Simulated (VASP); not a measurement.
Computed with LDA (Ceperley-Alder, Perdew-Zunger), VASP's LDA PAW potentials (set 64) (plane waves; VASP).

The input files of a VASP run:

**KPOINTS**
```
Automatic mesh
0
Gamma
9 9 9
0 0 0
```

File POSCAR:
```
NaF
1
    0.0000000000     2.3150000000     2.3150000000
    2.3150000000     0.0000000000     2.3150000000
    2.3150000000     2.3150000000     0.0000000000
Na F
1 1
Direct
  0.0000000000   0.0000000000   0.0000000000
  0.5000000000   0.5000000000   0.5000000000
```

**INCAR**
```
ALGO = Normal
EDIFF = 1E-6
EDIFFG = -0.01
ENCUT = 520
IBRION = 2
ISIF = 3
ISMEAR = 0
LASPH = .True.
LCHARG = .False.
LREAL = .False.
LWAVE = .False.
NELM = 100
NSW = 60
PREC = Accurate
SIGMA = 0.05
SYSTEM = NaF
```

POTCAR, in this order: Na_pv F (LDA.64 set). Program: vasp_std.

Question: What will the output report for the number of irreducible k-points (NKPTS), largest plane-wave count, number of space-group operations, FFT grid (NGX, NGY, NGZ)?

Answer: 
```yaml
number of irreducible k-points (NKPTS): 35
largest_plane_wave_count: 680
number_of_space_group_operations: 48
FFT grid (NGX, NGY, NGZ): 24 × 24 × 24
```

The compound is NaF in the rock salt structure. This run relaxes it. Symmetry was kept, so distortions that lower it aren't found.
